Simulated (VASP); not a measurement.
Output of a VASP run:

### OUTCAR
```
 ion  position               nearest neighbor table
   1  0.000  0.500  0.000-   3 2.85   4 2.85   3 2.85   4 2.85
   2  0.500  0.000  0.500-   3 2.85   4 2.85   3 2.85   4 2.85
   3  0.000  0.000  0.250-   1 2.85   2 2.85   1 2.85   2 2.85
   4  0.000  0.000  0.750-   1 2.85   2 2.85   1 2.85   2 2.85
  LATTYP: Found a simple tetragonal cell.
 ALAT       =     4.2739150000
 C/A-ratio  =     1.7608068948
 Subroutine PRICEL returns:
 Original cell was already a primitive cell.
 Subroutine GETGRP returns: Found 16 space group operations
The static configuration has the point symmetry D_2h.
 The point group associated with its full space group is D_4h.
The dynamic configuration has the point symmetry D_2h.
 Subroutine INISYM returns: Found 16 space group operations
 Subroutine IBZKPT returns following result:
 Found     12 irreducible k-points:

 Following reciprocal coordinates:
            Coordinates               Weight
  0.000000  0.000000  0.000000      1.000000
  0.200000  0.000000  0.000000      4.000000
  0.400000  0.000000  0.000000      4.000000
  0.200000  0.200000  0.000000      4.000000
  0.400000  0.200000  0.000000      8.000000
  0.400000  0.400000  0.000000      4.000000
  0.000000  0.000000  0.333333      2.000000
  0.200000  0.000000  0.333333      8.000000
  0.400000  0.000000  0.333333      8.000000
  0.200000  0.200000  0.333333      8.000000
  0.400000  0.200000  0.333333     16.000000
  0.400000  0.400000  0.333333      8.000000
   k-points           NKPTS =     12   k-points in BZ     NKDIM =     12   number of bands    NBANDS=     20
   number of dos      NEDOS =    301   number of ions     NIONS =      4
   total plane-waves  NPLWV =  39200
   dimension x,y,z NGX =    28 NGY =   28 NGZ =   50
   dimension x,y,z NGXF=    56 NGYF=   56 NGZF=  100
   ions per type =               2   2
   PREC   = accura    normal or accurate (medium, high low for compatibility)
   ISTART =      0    job   : 0-new  1-cont  2-samecut
   ICHARG =      2    charge: 1-file 2-atom 10-const
   ISPIN  =      1    spin polarized calculation?
   LNONCOLLINEAR =      F non collinear calculations
   LSORBIT =      F    spin-orbit coupling
   INIWAV =      1    electr: 0-lowe 1-rand  2-diag
   ENCUT  =  400.0 eV  29.40 Ry    5.42 a.u.   6.97  6.97 12.27*2*pi/ulx,y,z
   NELM   =    100;   NELMIN=  2; NELMDL= -5     # of ELM steps
   EDIFF  = 0.1E-05   stopping-criterion for ELM
   LREAL  =      F    real-space projection
   NLSPLINE    = F    spline interpolate recip. space projectors
   LMAXMIX     =    6 max onsite mixed and CHGCAR
   VOSKOWN=      0    Vosko Wilk Nusair interpolation
   EDIFFG = 0.1E-04   stopping-criterion for IOM
   NSW    =      0    number of steps for IOM
   NBLOCK =      1;   KBLOCK =      1    inner block; outer block
   IBRION =     -1    ionic relax: 0-MD 1-quasi-New 2-CG
   NFREE  =      0    steps in history (QN), initial steepest desc. (CG)
   ISIF   =      2    stress and relaxation
   ISYM   =      2    0-nonsym 1-usesym 2-fastsym
   TEIN   =    0.0    initial temperature
   TEBEG  =    0.0;   TEEND  =   0.0 temperature during run
   SMASS  =  -3.00    Nose mass-parameter (am)
   PSTRESS=    0.0 pullay stress
   NELECT =      32.0000    total number of electrons
   EFERMI =   0.00;   METHOD = LEGACY
   ISMEAR =     0;   SIGMA  =   0.50  broadening in eV -4-tet -1-fermi 0-gaus
   IALGO  =     38    algorithm
   LDIAG  =      T    sub-space diagonalisation (order eigenvalues)
   IMIX   =      4    mixing-type and parameters
     AMIX     =   0.40;   BMIX     =  1.00
     AMIX_MAG =   1.60;   BMIX_MAG =  1.00
     AMIN     =   0.10
   GGA     = PE    functional components
   VOSKOWN =     0    Vosko Wilk Nusair interpolation
   LHFCALC =     F    Hartree Fock is set to
   LHFONE  =     F    Hartree Fock one center treatment
   AEXX    =    0.0000 exact exchange contribution
   IVDW    =     0    specifies the selected vdW correction
   LEPSILON=     F    determine dielectric tensor
   LRPA    =     F    only Hartree local field effects (RPA)
...
```

### OSZICAR
```
       N       E                     dE             d eps       ncg     rms          rms(c)
DAV:   1     0.330529540990E+03    0.33053E+03   -0.10157E+04   480   0.159E+03
DAV:   2     0.366436762221E+02   -0.29389E+03   -0.28933E+03   776   0.346E+02
DAV:   3    -0.215880710398E+02   -0.58232E+02   -0.57403E+02   776   0.190E+02
DAV:   4    -0.256213353620E+02   -0.40333E+01   -0.39736E+01   904   0.468E+01
DAV:   5    -0.260781457423E+02   -0.45681E+00   -0.45505E+00   840   0.144E+01    0.717E+00
DAV:   6    -0.238632672777E+02    0.22149E+01   -0.76374E+00   872   0.161E+01    0.436E+00
DAV:   7    -0.236990319762E+02    0.16424E+00   -0.97861E-01   856   0.904E+00    0.236E+00
DAV:   8    -0.236981652031E+02    0.86677E-03   -0.13502E-01   928   0.342E+00    0.657E-01
DAV:   9    -0.237006397863E+02   -0.24746E-02   -0.20568E-02   952   0.118E+00    0.299E-01
DAV:  10    -0.237016265052E+02   -0.98672E-03   -0.63939E-03   872   0.704E-01    0.964E-02
DAV:  11    -0.237012399633E+02    0.38654E-03   -0.13435E-03   792   0.272E-01    0.547E-02
DAV:  12    -0.237012951209E+02   -0.55158E-04   -0.16608E-04   840   0.854E-02    0.118E-02
DAV:  13    -0.237013030500E+02   -0.79291E-05   -0.19302E-05   592   0.295E-02    0.721E-03
DAV:  14    -0.237013040532E+02   -0.10033E-05   -0.65043E-06   616   0.261E-02    0.164E-03
DAV:  15    -0.237013041715E+02   -0.11828E-06   -0.98834E-07   384   0.160E-02
   1 F= -.23701304E+02 E0= -.23547213E+02  d E =-.308182E+00
```

File OUTCAR:
```
------------------------ aborting loop because EDIFF is reached ----------------------------------------
  FORCE on cell =-STRESS in cart. coord.  units (eV):
  Direction    XX          YY          ZZ          XY          YZ          ZX
  --------------------------------------------------------------------------------------
  Total        1.2420064      1.2420064      1.4850679      0.0000000      0.0000000      0.0000000
  in kB       14.4758822     14.4758822     17.3088218      0.0000000      0.0000000      0.0000000
  external PRESSURE =      15.4201954 kB  Pullay stress =       0.0000000 kB
  volume of cell :      137.46
      direct lattice vectors                 reciprocal lattice vectors
     4.273915000  0.000000000  0.000000000     0.233977512  0.000000000  0.000000000
     0.000000000  4.273915000  0.000000000     0.000000000  0.233977512  0.000000000
     0.000000000  0.000000000  7.525539000     0.000000000  0.000000000  0.132880847
 POSITION                                       TOTAL-FORCE (eV/Angst)
 -----------------------------------------------------------------------------------
      0.00000      2.13696      0.00000         0.000000      0.000000      0.000000
      2.13696      0.00000      3.76277         0.000000      0.000000      0.000000
      0.00000      0.00000      1.88138         0.000000     -0.000000      0.000000
      0.00000      0.00000      5.64415        -0.000000     -0.000000     -0.000000
 -----------------------------------------------------------------------------------
    total drift:                               -0.000000     -0.000000      0.000000
  FREE ENERGIE OF THE ION-ELECTRON SYSTEM (eV)
  ---------------------------------------------------
  free  energy   TOTEN  =       -23.7013041715 eV

  energy  without entropy=      -23.3931218313  energy(sigma->0) =      -23.54721300
```
(Selected blocks of OUTCAR.)

**POSCAR**
```
LaP
1
    4.2739150000     0.0000000000     0.0000000000
    0.0000000000     4.2739150000     0.0000000000
    0.0000000000     0.0000000000     7.5255390000
La P
2 2
Direct
  0.0000000000   0.5000000000   0.0000000000
  0.5000000000   0.0000000000   0.5000000000
  0.0000000000   0.0000000000   0.2500000000
  0.0000000000   0.0000000000   0.7500000000
```

Q: Write an INCAR and KPOINTS that could have produced this output.

A: This is not unique; one that fits is the input of the run itself, PBE GGA, plane waves, VASP's PBE PAW potentials (set 64).

INCAR:
```
ALGO  =  Normal   ! blocked Davidson
LCHARG  =  .False.
LASPH  =  .True.
ISMEAR  =  0
ISIF  =  2   ! forces and stress, cell fixed
LREAL  =  .False.   ! projection in real space or not
LMAXMIX  =  6   ! l cut-off of mixed one-centre charges
ENCUT  =  400
GGA  =  PE   ! PBE
SYSTEM  =  LaP
SIGMA  =  0.5   ! width (eV)
PREC  =  Accurate
EDIFF  =  1E-6
LWAVE  =  .False.
NELM  =  100
```

**KPOINTS**
```
K-points
0
Gamma
  5 5 3
0 0 0
```

POTCAR, in this order: La P (PBE.64 set). Program: vasp_std.

The structure was generated: LaP was put into the PtS type (P4_2/mmc), which need not be its known phase. The cell was not relaxed at this level. The run is one of a series of settings (SIGMA = 0.5 against the base run), some of them coarse on purpose.
